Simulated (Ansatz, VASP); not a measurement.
# Hf (Hafnium) in two plane-wave programs

Wanted: the spread between two codes on one cell, functional and k mesh. The cell is taken from a series of VASP runs on this material, whose earlier steps may have relaxed, scaled or displaced it; both programs get it as it stands.

Calculated with Ansatz 0.2.0; plane waves, with VASP 6.6.1 beside it; zone-centre phonons at PBEsol.

### Step 1. The structure

Symmetry: P6_3/mmc, No. 194, hexagonal system. The conventional cell has a = 3.155 Å, b = 3.155 Å, c = 4.996 Å, α = 90.00°, β = 90.00°, γ = 120.00°. Nearest to Hf lie 12 Hf at 3.09 to 3.15 Å.

Coordinates:

```xyz
2
Lattice="3.1549 0.0000 0.0000 -1.5775 2.7323 0.0000 0.0000 0.0000 4.9957" Properties=species:S:1:pos:R:3 pbc="T T T"
Hf    1.5775    0.9108    3.7468
Hf    0.0000    1.8215    1.2489
```

### Step 2. VASP: zone-centre phonons, PBEsol

Second derivatives magnify differences that forces hide, and they need a tight electronic threshold.

Lines of VASP's logs that name or quote its potential files are left out, and so is its time.

File INCAR:

```
SYSTEM = Hf
PREC = Accurate
ENCUT = 450
EDIFF = 1E-08
NELM = 100
ISMEAR = 1
SIGMA = 0.15
LREAL = .FALSE.
ALGO = Normal
GGA = PS
NBANDS = 16
LORBIT = 11
LWAVE = .FALSE.
LCHARG = .FALSE.
KPAR = 2
IBRION = 8
ISIF = 2
```

File POSCAR:

```
Hf
1.0
    3.1549367309      0.0000000000      0.0000000000
   -1.5774683655      2.7322553563      0.0000000000
    0.0000000000      0.0000000000      4.9956947720
Hf
2
Direct
    0.6666666667      0.3333333333      0.7500000000
    0.3333333333      0.6666666667      0.2500000000
```

File KPOINTS:

```
Automatic mesh
0
Gamma
12 12 8
0 0 0
```

PAW data sets: Hf_pv (PBE family, release 64).

Command:

```console
$ mpirun -np 2 vasp_std
```

Numbers of over 12 decimals in the logs are rounded to 6 here.

Log:

```text
[banner, memory and clock lines left out]
running    2 mpi-ranks, on    1 nodes
 distrk:  each k-point on    1 cores,    2 groups
 distr:  one band on    1 cores,    1 groups

 POSCAR found type information on POSCAR Hf
 POSCAR found :  1 types and       2 ions
|                                                                             |
|               ----> ADVICE to this user running VASP <----                  |
|                                                                             |
|     You enforced a specific xc type in the INCAR file but a different       |
|     [... a line on the potential file left out ...]
|     I HOPE YOU KNOW WHAT YOU ARE DOING!                                     |
|                                                                             |

 LDA part: xc-table for (Slater+PW92), standard interpolation
 POSCAR, INCAR and KPOINTS ok, starting setup
 FFT: planning ... GRIDC
 FFT: planning ... GRID_SOFT
 FFT: planning ... GRID
 WAVECAR not read
 entering main loop
       N       E                     dE             d eps       ncg     rms          rms(c)
DAV:   1     0.440780453774E+02    0.44078E+02   -0.10823E+04  3048   0.108E+03
DAV:   2    -0.202563500731E+02   -0.64334E+02   -0.62770E+02  4040   0.239E+02
DAV:   3    -0.217452590088E+02   -0.14889E+01   -0.14839E+01  4040   0.256E+01
DAV:   4    -0.217563215945E+02   -0.11063E-01   -0.11061E-01  3808   0.271E+00
DAV:   5    -0.217564573665E+02   -0.13577E-03   -0.13577E-03  3952   0.248E-01    0.674E+01
DAV:   6    -0.212075616170E+02    0.54890E+00   -0.49217E-01  3640   0.468E+00    0.398E+01
DAV:   7    -0.210137202204E+02    0.19384E+00   -0.81151E-01  3720   0.578E+00    0.187E+00
DAV:   8    -0.210038762192E+02    0.98440E-02   -0.50451E-02  3480   0.155E+00    0.303E-01
DAV:   9    -0.210039779915E+02   -0.10177E-03   -0.10776E-03  4176   0.240E-01    0.190E-01
DAV:  10    -0.210039703229E+02    0.76686E-05   -0.49009E-05  3576   0.504E-02    0.223E-01
DAV:  11    -0.210039707715E+02   -0.44860E-06   -0.57484E-06  4048   0.171E-02    0.107E-02
DAV:  12    -0.210039708624E+02   -0.90923E-07   -0.43839E-07  3728   0.455E-03    0.582E-03
DAV:  13    -0.210039707838E+02    0.78577E-07   -0.13390E-08  2824   0.905E-04    0.190E-03
DAV:  14    -0.210039707544E+02    0.29465E-07   -0.18203E-09  2184   0.367E-04    0.269E-04
DAV:  15    -0.210039707520E+02    0.23820E-08   -0.30583E-10  2128   0.138E-04
   1 F= -.21003971E+02 E0= -.21004195E+02  d E =0.672597E-03
 Linear response reoptimize wavefunctions to high precision
DAV:   1    -0.210039707508E+02    0.12046E-08   -0.65865E-11  2080   0.690E-05
DAV:   2    -0.210039707508E+02   -0.97771E-11   -0.13218E-11  1896   0.298E-05
 Linear response DOF=           2
 Linear response progress:
  Degree of freedom:   1/  2
       N       E                     dE             d eps       ncg     rms          rms(c)
RMM:   1    -0.201116238860E+00   -0.20112E+00    0.45919E+00 12204   0.120E+01
RMM:   2    -0.206564956774E+00   -0.54487E-02   -0.38481E-02 18138   0.122E+00    0.571E-01
RMM:   3    -0.205725733802E+00    0.83922E-03   -0.44580E-03 22695   0.268E-01    0.126E-01
RMM:   4    -0.205351349110E+00    0.37438E-03   -0.48610E-04 26960   0.913E-02    0.186E-01
RMM:   5    -0.204893463141E+00    0.45789E-03   -0.42809E-05 24604   0.417E-02    0.185E-02
RMM:   6    -0.204812336213E+00    0.81127E-04   -0.21423E-05 27945   0.142E-02    0.299E-02
RMM:   7    -0.204812990723E+00   -0.65451E-06   -0.29297E-05 25046   0.507E-03    0.189E-02
RMM:   8    -0.204805159300E+00    0.78314E-05   -0.61785E-06 26648   0.175E-03    0.148E-02
RMM:   9    -0.204803353037E+00    0.18063E-05   -0.50356E-06 26277   0.114E-03    0.249E-03
RMM:  10    -0.204803574494E+00   -0.22146E-06   -0.43780E-06 28332   0.372E-04    0.898E-04
RMM:  11    -0.204803878512E+00   -0.30402E-06   -0.24434E-06 26040   0.129E-04    0.520E-04
RMM:  12    -0.204803905269E+00   -0.26757E-07   -0.12305E-06 26555   0.631E-05    0.224E-05
RMM:  13    -0.204803941960E+00   -0.36692E-07   -0.62146E-07 26189   0.402E-05    0.920E-05
RMM:  14    -0.204803952617E+00   -0.10657E-07   -0.31904E-07 24219   0.287E-05    0.545E-06
RMM:  15    -0.204803955834E+00   -0.32166E-08   -0.17018E-07 20389   0.235E-05    0.207E-05
RMM:  16    -0.204803961995E+00   -0.61616E-08   -0.88789E-08 19627   0.214E-05    0.105E-05
 first order change of Fermi-energy  -0.32851E-05
 force on displaced ion       1 direction 1 :  -1.940   0.000   0.000
 Linear response progress:
  Degree of freedom:   2/  2
       N       E                     dE             d eps       ncg     rms          rms(c)
RMM:   1    -0.242803028445E+00   -0.24280E+00    0.48882E+00  4407   0.124E+01
RMM:   2    -0.253100271841E+00   -0.10297E-01   -0.42631E-02  6522   0.126E+00    0.721E-01
RMM:   3    -0.252597575339E+00    0.50270E-03   -0.53212E-03  7590   0.287E-01    0.198E-01
RMM:   4    -0.252245135970E+00    0.35244E-03   -0.85882E-04  9053   0.999E-02    0.202E-01
RMM:   5    -0.251956363283E+00    0.28877E-03   -0.50772E-04  8794   0.435E-02    0.488E-02
RMM:   6    -0.251801617549E+00    0.15475E-03   -0.12215E-04  7860   0.203E-02    0.458E-02
RMM:   7    -0.251804898431E+00   -0.32809E-05    0.36485E-05  8611   0.627E-03    0.198E-02
RMM:   8    -0.251817142118E+00   -0.12244E-04   -0.33698E-05  8989   0.306E-03    0.437E-03
RMM:   9    -0.251804080671E+00    0.13061E-04   -0.16293E-05  9012   0.172E-03    0.199E-03
RMM:  10    -0.251802782753E+00    0.12979E-05   -0.86511E-06  9128   0.468E-04    0.572E-04
RMM:  11    -0.251802119249E+00    0.66350E-06   -0.31521E-06  9223   0.197E-04    0.102E-04
RMM:  12    -0.251802156242E+00   -0.36993E-07   -0.44830E-06  9410   0.718E-05    0.618E-05
RMM:  13    -0.251801806459E+00    0.34978E-06   -0.11427E-06  9058   0.390E-05    0.187E-05
RMM:  14    -0.251801899198E+00   -0.92739E-07   -0.19696E-06  9220   0.253E-05    0.103E-05
RMM:  15    -0.251801745453E+00    0.15375E-06   -0.32742E-07  8303   0.190E-05    0.158E-06
RMM:  16    -0.251801810853E+00   -0.65400E-07   -0.98742E-07  6621   0.164E-05    0.398E-07
RMM:  17    -0.251801746410E+00    0.64443E-07   -0.23611E-07  5572   0.152E-05    0.420E-07
RMM:  18    -0.251801778423E+00   -0.32012E-07   -0.59562E-07  5361   0.147E-05    0.514E-07
RMM:  19    -0.251801752849E+00    0.25573E-07   -0.27152E-07  4901   0.144E-05    0.123E-07
RMM:  20    -0.251801766303E+00   -0.13454E-07   -0.45535E-07  4567   0.143E-05    0.152E-07
RMM:  21    -0.251801755196E+00    0.11107E-07   -0.29420E-07  4288   0.142E-05    0.137E-07
RMM:  22    -0.251801763922E+00   -0.87259E-08   -0.43393E-07  4110   0.142E-05    0.153E-07
RMM:  23    -0.251801761744E+00    0.21773E-08   -0.36449E-07  3931   0.142E-05    0.135E-07
 first order change of Fermi-energy  -0.13714E-03
 force on displaced ion       1 direction 3 :  -0.000   0.000  -3.144
 Linear response finished
```

Parts of OUTCAR (step 2):

```text
ion  position               nearest neighbor table
   1  0.667  0.333  0.750-   2 3.09   2 3.09   2 3.09   2 3.09   2 3.09   2 3.09
   2  0.333  0.667  0.250-   1 3.09   1 3.09   1 3.09   1 3.09   1 3.09   1 3.09

  LATTYP: Found a hexagonal cell.
 ALAT       =     3.1549367309
 C/A-ratio  =     1.5834532348

 Subroutine GETGRP returns: Found 24 space group operations
 (whereof 12 operations were pure point group operations)

The static configuration has the point symmetry D_3d.
 The point group associated with its full space group is D_6h.

 Found     95 irreducible k-points:

   k-points           NKPTS =     95   k-points in BZ     NKDIM =     95   number of bands    NBANDS=     16

   dimension x,y,z NGX =    24 NGY =   24 NGZ =   36
   dimension x,y,z NGXF=    48 NGYF=   48 NGZF=   72

   ENCUT  =  450.0 eV  33.07 Ry    5.75 a.u.   5.46  5.46  8.64*2*pi/ulx,y,z

   NELECT =      20.0000    total number of electrons

 k-points in reciprocal lattice and weights: Automatic mesh
   0.00000000  0.00000000  0.00000000       0.001
   0.08333333  0.00000000  0.00000000       0.005
   0.16666667  0.00000000  0.00000000       0.005
   0.25000000  0.00000000  0.00000000       0.005
   0.33333333  0.00000000  0.00000000       0.005
   0.41666667  0.00000000  0.00000000       0.005
   0.50000000  0.00000000  0.00000000       0.003
   0.08333333  0.08333333  0.00000000       0.005
   0.16666667  0.08333333  0.00000000       0.010
[...]
0.33333333  0.25000000  0.50000000       0.010
   0.33333333  0.33333333  0.50000000       0.002

 average (electrostatic) potential at core
       1 -36.7847       2 -36.7847

  Total       -0.0024662     -0.0024662     -0.0024781      0.0000000     -0.0000000      0.0000000
  in kB       -0.0917556     -0.0917556     -0.0921979      0.0000000     -0.0000000      0.0000000
  external PRESSURE =      -0.0919031 kB  Pullay stress =       0.0000000 kB

  energy-cutoff  :      450.00
  volume of cell :       43.06
      direct lattice vectors                 reciprocal lattice vectors
     3.154936731  0.000000000  0.000000000     0.316963567  0.182999001  0.000000000
    -1.577468365  2.732255356  0.000000000     0.000000000  0.365998002  0.000000000
     0.000000000  0.000000000  4.995694772     0.000000000  0.000000000  0.200172358

 POSITION                                       TOTAL-FORCE (eV/Angst)
 -----------------------------------------------------------------------------------
      1.57747      0.91075      3.74677         0.000000     -0.000000      0.000000
     -0.00000      1.82150      1.24892        -0.000000      0.000000      0.000000
 -----------------------------------------------------------------------------------
    total drift:                               -0.000000      0.000000     -0.000000

 Eigenvectors and eigenvalues of the dynamical matrix
 ----------------------------------------------------

   1 f  =    2.934241 THz    18.436380 2PiTHz   97.875747 cm-1    12.135041 meV
             X         Y         Z           dx          dy          dz
      1.577468  0.910752  3.746771     0.000000    0.000000   -0.707107
     -0.000000  1.821504  1.248924     0.000000    0.000000    0.707107

   2 f  =    2.304677 THz    14.480712 2PiTHz   76.875748 cm-1     9.531374 meV
             X         Y         Z           dx          dy          dz
      1.577468  0.910752  3.746771    -0.458960    0.537918    0.000000
     -0.000000  1.821504  1.248924     0.458960   -0.537918    0.000000

   3 f  =    2.304677 THz    14.480712 2PiTHz   76.875748 cm-1     9.531374 meV
             X         Y         Z           dx          dy          dz
      1.577468  0.910752  3.746771     0.537918    0.458960    0.000000
     -0.000000  1.821504  1.248924    -0.537918   -0.458960    0.000000

   4 f  =    0.000000 THz     0.000000 2PiTHz    0.000000 cm-1     0.000000 meV
             X         Y         Z           dx          dy          dz
      1.577468  0.910752  3.746771     0.604394   -0.367026    0.000000
     -0.000000  1.821504  1.248924     0.604394   -0.367026    0.000000

   5 f  =    0.000000 THz     0.000000 2PiTHz    0.000000 cm-1     0.000000 meV
             X         Y         Z           dx          dy          dz
      1.577468  0.910752  3.746771     0.000000    0.000000    0.707107
     -0.000000  1.821504  1.248924     0.000000    0.000000    0.707107

   6 f/i=    0.000000 THz     0.000000 2PiTHz    0.000001 cm-1     0.000000 meV
             X         Y         Z           dx          dy          dz
      1.577468  0.910752  3.746771     0.367026    0.604394    0.000000
     -0.000000  1.821504  1.248924     0.367026    0.604394    0.000000

 ELASTIC MODULI CONTR FROM IONIC RELAXATION (kBar)
 Direction    XX          YY          ZZ          XY          YZ          ZX
 --------------------------------------------------------------------------------
 XX        -172.1102    172.1102     -0.0000      0.0000     -0.0000      0.0000
 YY         172.1102   -172.1102      0.0000      0.0000     -0.0000      0.0000
 ZZ          -0.0000      0.0000     -0.0000     -0.0000      0.0000      0.0000
 XY           0.0000      0.0000     -0.0000   -172.1102      0.0000     -0.0000
 YZ          -0.0000     -0.0000      0.0000      0.0000     -0.0000      0.0000
 ZX           0.0000      0.0000      0.0000     -0.0000      0.0000     -0.0000
 --------------------------------------------------------------------------------
```

Energies printed during the response cycles are not total energies of the cell. Harder data sets than Hf_pv exist (the GW ones), and pressures, volumes and forces can shift noticeably with them.

(Continued in part 2 of 2.)

[Lines on the potential files, build, host, timing and source positions are cut from VASP's logs without a mark.]

[Logs are printed without paths, hosts, clocks, repeated set-up lines and the standing remarks that a program may print on its own settings, such as how far it seeks lower states.]

[Hosts, paths, dates, database ids (printed as entryN), source tags and the programs' standing remarks are cut or masked in the printed files.]
